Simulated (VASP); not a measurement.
```xyz
2
Lattice="0.0000 3.1065 3.1065 3.1065 0.0000 3.1065 3.1065 3.1065 0.0000" Properties=species:S:1:pos:R:3 pbc="T T T"
Pb     0.0000     0.0000     0.0000
Se     3.1065     3.1065     3.1065
```

All values below come from PW91 GGA, VASP's PBE PAW potentials (set 64) (plane waves; VASP). Run with 520 eV cut-off, 7×7×7 Γ-centred mesh, Gaussian smearing of 0.050 eV, potentials Pb_d Se.

Task: Predict the energy per atom (σ→0).

Result: 
```json
{
  "energy per atom (σ→0)": "-4.133 eV/atom"
}
```

The compound is PbSe in the rock salt structure. It was relaxed first. The start is the result of an earlier pass.
